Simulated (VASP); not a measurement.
Input:

```
CELL_PARAMETERS angstrom
      0.00000     2.68976     2.68976
      2.68976     0.00000     2.68976
      2.68976     2.68976     0.00000
ATOMIC_POSITIONS crystal
  Zn 0.00000 0.00000 0.00000
  S  0.25000 0.25000 0.25000
```

Level of theory: PBE GGA with D3 dispersion (Becke-Johnson damping), VASP's PBE PAW potentials (set 64) (plane waves; VASP 6.6.1). Settings: 520 eV cut-off, 10×10×10 Γ-centred mesh, tetrahedra with Blöchl corrections, potentials Zn S.

### Question
Predict the energy per atom (σ→0), band gap (on the k-mesh) with the smallest direct gap where there is one.

### Answer

```json
{
  "band gap (on the k-mesh)": "2.17 eV",
  "smallest direct gap (on the k-mesh)": "2.17 eV",
  "energy per atom (σ→0)": "-3.733 eV/atom"
}
```

Only differences to runs with the same potentials and settings are physical.

The compound is ZnS in the zinc blende structure. It was relaxed first.
